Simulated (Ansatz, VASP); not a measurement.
**Si91C5 (amorphous film on crystalline Si with 5 % C on Si sites, (110)) in two plane-wave programs**

Aim: how closely do two programs agree when they are given the same cell, functional and k mesh? The cell is taken from a series of runs on this material, whose earlier steps may have relaxed, scaled, displaced or heated it; both programs get it as it stands.

Calculated with Ansatz 0.2.0; plane waves, with VASP 6.6.1 beside it; PBE.

## 1. The structure

The cell holds 192 atoms: 182 Si and 10 C. Its edges and angles: a = 10.864 Å, b = 15.364 Å, c = 35.661 Å, α = 90.0°, β = 90.0°, γ = 90.0°. It derives from Si (diamond Si). As first built, before any earlier steps moved the atoms or strained the cell (in the runner's words): A 2 x 2 x 3 block of diamond Si (a = 5.432 A), 5 % of Si replaced at random by C with its (110) planes normal to z; the lower 33 % held fixed, the rest melted at 3500 K for 10 ps and cooled to 500 K at 100 K/ps with the Tersoff potential (Tersoff, Phys. Rev. B 39, 5566 (1989)); then all atoms free for 10 ps at 500 K, under. . Vacuum lies along c.

## 2. VASP: single point, PBE

With cell and atoms fixed, the geometry can't cause a difference; cores, projectors, grids and the points listed under the comparison can.

Lines of VASP's logs that name or quote its potential files are left out, and so is its time.

INCAR

```
SYSTEM = Si91C5
PREC = Accurate
ENCUT = 520
EDIFF = 1E-06
NELM = 120
ISMEAR = 0
SIGMA = 0.05
LREAL = Auto
ALGO = Normal
GGA = PE
NBANDS = 518
LORBIT = 11
LWAVE = .FALSE.
LCHARG = .FALSE.
ISIF = 2
LASPH = .TRUE.
GGA_COMPAT = .FALSE.
EFERMI = MIDGAP
```

POSCAR

```
Si91C5
1.0
   10.8640000000      0.0000000000      0.0000000000
    0.0000000000     15.3640200000      0.0000000000
    0.0000000000      0.0000000000     35.6606200000
Si C
182 10
Direct
    0.9996000000      0.8221100000      0.9709100000
    0.1698100000      0.8242700000      0.0111100000
    0.2770800000      0.1894200000      0.0123200000
    0.4141700000      0.1788000000      0.0652500000
    0.2814400000      0.9559600000      0.0105300000
    0.4182100000      0.9655200000      0.0628600000
    0.0378700000      0.8225500000      0.0641300000
    0.1646000000      0.8194000000      0.1186700000
    0.0243900000      0.0716400000      0.0692900000
    0.1460500000      0.0638700000      0.1268300000
    0.2822200000      0.9495400000      0.1146600000
    0.4407900000      0.9595400000      0.9668300000
    0.2797700000      0.1891900000      0.1195000000
    0.4315300000      0.2002700000      0.9684700000
    0.0490800000      0.0799400000      0.9489300000
    0.1376900000      0.0713200000      0.0114500000
    0.9911600000      0.3323200000      0.9707200000
    0.1657900000      0.3214800000      0.0090900000
    0.2917500000      0.6976600000      0.0076700000
    0.4117200000      0.7002500000      0.0632900000
    0.2877700000      0.4482600000      0.0073000000
    0.3993800000      0.4466000000      0.0647100000
    0.0387700000      0.3232900000      0.0629000000
    0.1627600000      0.3198000000      0.1171000000
    0.0372500000      0.5735700000      0.0628400000
    0.1584500000      0.5741100000      0.1171900000
    0.2822500000      0.4492000000      0.1206700000
    0.2909900000      0.6936300000      0.1187100000
    0.3882200000      0.6848100000      0.9477300000
    0.9906400000      0.5789000000      0.9675600000
[... 156 atom lines left out ...]
    0.3014000000      0.2004000000      0.2218000000
    0.0787600000      0.0271200000      0.1851800000
    0.1604100000      0.1825600000      0.4508500000
    0.6692600000      0.5759300000      0.2257600000
    0.6740200000      0.2583100000      0.3220000000
    0.5205100000      0.3844600000      0.4174000000
```

KPOINTS

```
Automatic mesh
0
Gamma
1 1 1
0 0 0
```

PAW data sets: Si and C (PBE family, release 64).

Launch:

```
$ export OMP_NUM_THREADS=3
$ mpirun -np 1 vasp_gam
```

Numbers of over 12 decimals in the logs are rounded to 6 here.

The log of the run:

```text
[banner, memory and clock lines left out]
running    1 mpi-ranks, on    1 nodes
[...]
Offloading initialized ...    1 GPUs detected
[...]
LDA part: xc-table for (Slater+PW92), standard interpolation
 POSCAR, INCAR and KPOINTS ok, starting setup
[...]
entering main loop
       N       E                     dE             d eps       ncg     rms          rms(c)
DAV:   1     0.424455696515E+04    0.42446E+04   -0.31832E+05  1036   0.124E+03
DAV:   2    -0.550268576345E+03   -0.47948E+04   -0.45545E+04  1250   0.223E+02
DAV:   3    -0.102802559871E+04   -0.47776E+03   -0.46368E+03  1424   0.623E+01
DAV:   4    -0.105465383290E+04   -0.26628E+02   -0.26387E+02  1496   0.166E+01
[...]
DAV:  38    -0.101439818451E+04   -0.27448E-05   -0.85636E-08   728   0.263E-04    0.393E-04
DAV:  39    -0.101439818565E+04   -0.11409E-05   -0.57702E-08   696   0.209E-04    0.206E-04
DAV:  40    -0.101439818579E+04   -0.13347E-06   -0.19419E-08   584   0.128E-04
   1 F= -.10143982E+04 E0= -.10143938E+04  d E =-.875707E-02
```

From OUTCAR (step 2):

```text
  FREE ENERGIE OF THE ION-ELECTRON SYSTEM (eV)
  ---------------------------------------------------
  free  energy   TOTEN  =     -1014.3981857861 eV

  energy  without entropy=    -1014.3894287183  energy(sigma->0) =    -1014.39380725
```

## 3. Ansatz: single point, PBE

Ansatz runs on its default PAW (the set named soft_2) files.

The same cell, functional, mesh and smearing now go to Ansatz, which takes its cutoff from its data sets.

input.yaml

```yaml
crystal:
  lattice:
    - [10.864, 0.0, 0.0]
    - [0.0, 15.36402, 0.0]
    - [0.0, 0.0, 35.66062]
  atoms:
    - { symbol: Si, position: [0.9996, 0.82211, 0.97091] }
    - { symbol: Si, position: [0.16981, 0.82427, 0.01111] }
    - { symbol: Si, position: [0.27708, 0.18942, 0.01232] }
    - { symbol: Si, position: [0.41417, 0.1788, 0.06525] }
    - { symbol: Si, position: [0.28144, 0.95596, 0.01053] }
    - { symbol: Si, position: [0.41821, 0.96552, 0.06286] }
    - { symbol: Si, position: [0.03787, 0.82255, 0.06413] }
    - { symbol: Si, position: [0.1646, 0.8194, 0.11867] }
    - { symbol: Si, position: [0.02439, 0.07164, 0.06929] }
    - { symbol: Si, position: [0.14605, 0.06387, 0.12683] }
    - { symbol: Si, position: [0.28222, 0.94954, 0.11466] }
    - { symbol: Si, position: [0.44079, 0.95954, 0.96683] }
    - { symbol: Si, position: [0.27977, 0.18919, 0.1195] }
    - { symbol: Si, position: [0.43153, 0.20027, 0.96847] }
    - { symbol: Si, position: [0.04908, 0.07994, 0.94893] }
    - { symbol: Si, position: [0.13769, 0.07132, 0.01145] }
    - { symbol: Si, position: [0.99116, 0.33232, 0.97072] }
    - { symbol: Si, position: [0.16579, 0.32148, 0.00909] }
    - { symbol: Si, position: [0.29175, 0.69766, 0.00767] }
    - { symbol: Si, position: [0.41172, 0.70025, 0.06329] }
    - { symbol: Si, position: [0.28777, 0.44826, 0.0073] }
    - { symbol: Si, position: [0.39938, 0.4466, 0.06471] }
    - { symbol: Si, position: [0.03877, 0.32329, 0.0629] }
    - { symbol: Si, position: [0.16276, 0.3198, 0.1171] }
    - { symbol: Si, position: [0.03725, 0.57357, 0.06284] }
    - { symbol: Si, position: [0.15845, 0.57411, 0.11719] }
    - { symbol: Si, position: [0.28225, 0.4492, 0.12067] }
    - { symbol: C, position: [0.42194, 0.45012, 0.97459] }
    - { symbol: Si, position: [0.29099, 0.69363, 0.11871] }
    - { symbol: Si, position: [0.38822, 0.68481, 0.94773] }
[... 156 atom lines left out ...]
    - { symbol: Si, position: [0.04779, 0.78435, 0.54792] }
    - { symbol: Si, position: [0.55593, 0.55449, 0.26645] }
    - { symbol: Si, position: [0.15874, 0.50224, 0.50012] }
    - { symbol: Si, position: [0.66968, 0.69842, 0.40116] }
    - { symbol: Si, position: [0.44539, 0.67664, 0.29683] }
    - { symbol: Si, position: [0.44996, 0.20524, 0.54745] }
kpoints:
  mp_grid: { grid: [1, 1, 1] }
hamiltonian:
  xc: pbe
scf:
  occupations: { method: gaussian, width: 0.05 }
output:
  forces: true
  eigenvalues: true
```

Launch:

```
$ ansatz run input.yaml --threads 4 --pin off --max-ram 15872MiB --backend cpu --events-out ev --progress --plain --runs-dir out
```

The log of the run:

```text
Engine: ansatz 0.2.0, x86_64-unknown-linux-gnu
Pseudopotentials: kind: paw
Pseudopotential: Si, paw, valence charge 4, recommended cutoff 420 eV (normal), Si.paw.azcp
Pseudopotential: C, paw, valence charge 4, recommended cutoff 420 eV (normal), C.paw.azcp
Functional definition: PBE
  parameter kappa = 0.804
  parameter beta = 0.066725
  exchange = pbe_x(kappa = kappa, mu = beta*pi^2/3)
  correlation = pbe_c(beta = beta)
Crystal: 192 atoms, lattice volume = 5952.282 Å³
Basis set: ecut = 420 eV, 116373 PW (Γ), exchange–correlation on 150×216×480 points (8 copies of the dense FFT grid, shifted against one another)
Bands: 576, of which v1, the nominal top of the filled ones, is band 384 counted from 1 (383 counted from 0)
Symmetry: 1 space group operations
Space group: P1 (ITA 1), of the structure as read, at distance tolerance 1.8e-4 Å
k-points: 1
Non-local potential: Si, projectors of the file, l = 0: 2, l = 1: 2, l = 2: 2
Non-local potential: C, projectors of the file, l = 0: 2, l = 1: 2, l = 2: 1
PAW form: soft (Blöchl's): semilocal exchange-correlation on the pseudo side does not see the compensation charge
PAW one-centre angular grid: Si, 110 points (default); XC on 64 Gauss nodes
PAW one-centre angular grid: C, 110 points (default); XC on 64 Gauss nodes
Initial density: superposition of atomic densities (neutral atoms: chi_scale 0, normalization atom), corrected by the library's trained network
Initial wavefunctions: pseudopotential atomic-orbital guess
Functional: x = pbe(κ = 0.804, μ = 0.219515), c = pbe(β = 0.066725)
SCF iter   1: F=—  HF=-118162.075033 eV  |F-HF|=—  |Δ(HF+E_count)|=         —  Δρ=3.35e-3  dr2=2.48e0  ethr=1.77e-3  ⟨swp⟩=8.0  Hψ=3340  notcnv=0  defer=118
preconditioner: auto → LDOS  [insulator: Δε(μ)=0.181 eV  Ē_g=7.638 eV  σ=0.050 eV  W_gap=0.99  n_scr=728 (ndim 8)  ℏωp=13.3 eV  f_vac=0.325  D(μ)=1.73/eV (n_scr^D=2)  ε∞_Penn≈4.0  β→1.0]
SCF iter   2: F=—  HF=-118162.269267 eV  |F-HF|=—  |Δ(HF+E_count)|=   1.94e-1  Δρ=2.68e-3  dr2=4.24e0  ethr=3.24e-4  ⟨swp⟩=3.0  Hψ=901  notcnv=0  defer=178
SCF iter   3: F=—  HF=-118161.758503 eV  |F-HF|=—  |Δ(HF+E_count)|=   5.11e-1  Δρ=6.54e-4  dr2=2.22e-1  ethr=3.24e-4  ⟨swp⟩=4.0  Hψ=658  notcnv=0  defer=178
SCF iter   4: F=—  HF=-118161.738900 eV  |F-HF|=—  |Δ(HF+E_count)|=   1.96e-2  Δρ=2.54e-4  dr2=4.17e-2  ethr=2.90e-5  ⟨swp⟩=2.0  Hψ=782  notcnv=0  defer=47
automatic band count: iteration 4 solves 445 bands in place of 576: the levels show a gap, and the empty bands left out lie too high to hold charge; the band table lists the bands solved (type scf.n_extra_bands for more)
SCF iter   5: F=—  HF=-118161.736213 eV  |F-HF|=—  |Δ(HF+E_count)|=   2.69e-3  Δρ=1.01e-4  dr2=1.14e-2  ethr=5.43e-6  ⟨swp⟩=2.0  Hψ=625  notcnv=0  defer=47
SCF iter   6: F=—  HF=-118161.735690 eV  |F-HF|=—  |Δ(HF+E_count)|=   5.23e-4  Δρ=4.66e-5  dr2=3.09e-3  ethr=1.49e-6  ⟨swp⟩=2.0  Hψ=777  notcnv=0  defer=47
SCF iter   7: F=—  HF=-118161.735520 eV  |F-HF|=—  |Δ(HF+E_count)|=   1.70e-4  Δρ=2.25e-5  dr2=3.26e-4  ethr=4.03e-7  ⟨swp⟩=2.0  Hψ=779  notcnv=0  defer=47
SCF iter   8: F=—  HF=-118161.735500 eV  |F-HF|=—  |Δ(HF+E_count)|=   1.94e-5  Δρ=1.13e-5  dr2=4.18e-5  ethr=4.24e-8  ⟨swp⟩=2.0  Hψ=784  notcnv=0  defer=47
SCF iter   9: F=—  HF=-118161.735904 eV  |F-HF|=—  |Δ(HF+E_count)|=   4.04e-4  Δρ=5.95e-6  dr2=6.36e-6  ethr=5.44e-9  ⟨swp⟩=3.0  Hψ=1116  notcnv=0  defer=47
SCF iter  10: F=—  HF=-118161.735905 eV  |F-HF|=—  |Δ(HF+E_count)|=   1.18e-6  Δρ=2.75e-6  dr2=8.04e-7  ethr=8.29e-10  ⟨swp⟩=2.0  Hψ=595  notcnv=0  defer=47
SCF iter  11: F=—  HF=-118161.735906 eV  |F-HF|=—  |Δ(HF+E_count)|=   6.45e-7  Δρ=1.12e-6  dr2=1.18e-7  ethr=1.05e-10  ⟨swp⟩=2.0  Hψ=734  notcnv=0  defer=47
SCF iter  12: F=-118161.735906 eV  HF=-118161.735906 eV  |F-HF|=4.28e-8  |Δ(HF+E_count)|=   2.01e-7  Δρ=4.53e-7  dr2=2.16e-8  ethr=1.30e-11  ⟨swp⟩=16.0  Hψ=2202  notcnv=0
SCF 1 converged in 12 iterations: F = -118161.735906 eV  dr2 = 2.16e-8
  greatest PAW one-centre occupation: 0.697 electrons in one spin orbital (limit 2), on the Si atom at site 14 (counted from 0), in its partial waves of l = 0
SCF converged after 12 iterations
Free energy (F): -118161.735906 eV
Harris-Foulkes:  -118161.735906 eV  (|F-HF|=4.28e-8)
Internal energy: -118161.727162 eV  (E = F + TS)
E sigma→0 (E₀):  -118161.731534 eV
Entropy (-TS):   -0.008744 eV (-0.046 meV/atom)
Fermi energy:    2.335962 eV
--- Per-component energies (eV) ---
  E_band       = -2228.515279
  E_kinetic    = 8099.277121
  E_local      = -275138.370262  (includes V_loc(G=0)·N_el)
  E_nonlocal   = 4953.392781
  E_hartree    = 134679.034617
  E_xc         = -10462.083280
  E_vxc        = -9016.882484  (∫ρ·V_xc dr)
  E_paw        = -94283.557750  (= ΣΔE_a)
  E_vpaw       = -484.004816  (= ΣTr[D̂ρ^β])
  E_aug_tail   = 0.001221  (compensation charges beyond the density's cutoff)
  E_ewald      = 113990.578390
  E_smearing   = -0.008744  (= −TS)
[...]
atom 107  Si    -0.00269648     0.01188562     0.00026898
  atom 108  Si     0.07737347    -0.01007348    -0.14057302
  atom 109  Si     0.00107405     0.00158960     0.00281084
  atom 110  Si    -0.36952328     0.00126119    -0.88637918
  atom 111  Si     0.52032923    -0.04112306    -1.13276317
  atom 112  Si    -0.12095434     0.06171679    -0.34957049
  atom 113  Si     0.01491130     0.00753872    -0.03558566
  atom 114  Si    -0.00254541    -0.00005561    -0.01271546
  atom 115  Si    -0.01083440     0.01034947    -0.00212687
  atom 116  Si    -0.00536265     0.00225232    -0.00788568
  atom 117  Si    -0.00860044    -0.01018293    -0.00113788
  atom 118  Si     0.00367247    -0.00149992     0.00532518
  atom 119  Si     0.00627409    -0.00535424     0.00875536
  atom 120  Si     0.00677951     0.00052773     0.00256495
  atom 121  Si     0.00331454    -0.00983828    -0.00062848
  atom 122  Si    -0.00270542    -0.00029032     0.00498006
  atom 123  Si     0.00164580    -0.00267252     0.00177841
  atom 124  Si     0.07296657    -0.01764884    -0.04556764
  atom 125  Si     0.00266437    -0.01173186    -0.00281812
  atom 126  Si    -0.01186418     0.01146278    -0.02892471
  atom 127  Si     0.00992657    -0.00606530    -0.00686164
  atom 128  Si    -0.00924398     0.00203225    -0.00318543
  atom 129  Si    -0.07123064     0.02761409    -0.06452526
  atom 130  Si     0.00649766    -0.01060333    -0.00500301
[...]
atom 185  Si     0.00264955     0.00142654    -0.00258127
  atom 186  Si    -0.00962321     0.00752970    -0.00660926
  atom 187  Si    -0.00318147     0.00457001     0.00792053
  atom 188  Si    -0.00448685    -0.02480535    -0.05214476
  atom 189  Si     0.00219685    -0.00374925     0.00189144
  atom 190  Si    -0.00804681     0.01279875    -0.00011334
  atom 191  Si     0.02136170     0.01836687    -0.01220302
  atom 192  Si    -0.00091320    -0.00084361    -0.00860913
  max |Σ_I F_I| component: 1.82e-5 eV/Å
--- Band table (eV) ---
  k-point 0: bands = [... 380 lower, 2.0671, 2.1058, 2.2455, 2.2633, 2.4057, 2.4455, 2.5382, 2.5595, ... 57 higher]
```

## 4. Side by side

Known differences besides the potentials themselves: the cutoff is 420 eV in Ansatz and 520 eV in VASP (PREC = Accurate, projectors in real space). Total energies have different zeros and are not compared.

Compared:

```csv
quantity,Ansatz,VASP,difference
gap on the k mesh (eV),0.142,0.142,0.000
```

Forces on 10 of the 192 atoms, those with the largest forces and the largest differences (eV/Å; atoms numbered as in POSCAR):

| atom | Ansatz x, y, z | VASP x, y, z |
| --- | --- | --- |
| Si11 | 0.474, -0.032, 1.423 | 0.469, -0.033, 1.423 |
| Si13 | 0.487, 0.103, 1.146 | 0.486, 0.106, 1.146 |
| Si15 | -0.004, 0.005, 0.021 | -0.012, 0.004, 0.032 |
| Si56 | -0.384, -0.003, 1.256 | -0.381, -0.005, 1.254 |
| Si59 | 0.481, -0.005, 1.237 | 0.480, -0.005, 1.237 |
| Si60 | 0.003, -0.003, 0.014 | 0.007, -0.002, 0.026 |
| Si77 | -0.024, 0.013, 0.007 | -0.026, 0.015, 0.019 |
| Si104 | 0.520, -0.041, -1.133 | 0.517, -0.044, -1.130 |
| Si136 | -0.543, -0.052, -1.265 | -0.540, -0.052, -1.269 |
| Si165 | -0.524, 0.037, -1.213 | -0.517, 0.037, -1.212 |

The forces differ by 3.6 meV/Å r.m.s., which is 1.4 % of the r.m.s. force of 0.263 eV/Å (both taken over all components). A gap on the mesh is an upper bound, since the band edges may lie between its points. Where the cell holds vacuum, a pressure given here is an average over it and none of the material.

## 5. Summary of results

```
r.m.s. force difference (single point, PBE) : 1.4 % of the r.m.s. force
```

In words: The r.m.s. force difference is 1.4 % of the r.m.s. force (single point, PBE), within the 3 % picked in this series as the mark of a large difference. How closely two codes agree says nothing of how well the functional describes the real material.

[Lines on the potential files, build, host, timing and source positions are cut from VASP's logs without a mark.]

[Logs are printed without paths, hosts, clocks, repeated set-up lines and the standing remarks that a program may print on its own settings, such as how far it seeks lower states.]

[Hosts, paths, dates, database ids (printed as entryN), source tags and the programs' standing remarks are cut or masked in the printed files.]
